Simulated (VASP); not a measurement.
Input:

```xyz
4
Lattice="3.4269 0.0000 0.0000 0.0000 3.4269 0.0000 0.0000 0.0000 3.4269" Properties=species:S:1:pos:R:3 pbc="T T T"
Si     0.0000     0.0000     0.0000
Ni     0.0000     1.7135     1.7135
Ni     1.7135     0.0000     1.7135
Ni     1.7135     1.7135     0.0000
```

All values below come from LDA (Ceperley-Alder, Perdew-Zunger) with spin-orbit coupling, VASP's LDA PAW potentials (set 64) (plane waves; VASP). Settings: 400 eV cut-off, 8×8×8 Γ-centred mesh, Gaussian smearing of 0.050 eV, potentials Si Ni.

Q: What does the run give for the energy per atom (σ→0), band gap (over mesh and band path) with the smallest direct gap where there is one?

A: 
```
Property                                                               Value
----------------------------------  ----------------------------------------
band gap (over mesh and band path)  none (metal, semimetal or under 0.01 eV)
energy per atom (σ→0)                                         -6.988 eV/atom
```

The absolute energy has meaning only against runs of the same code, potentials and settings.

The structure comes from a computed database's SiNi3 entry (Pm-3m); how it stands against other phases isn't given here. It was relaxed first.
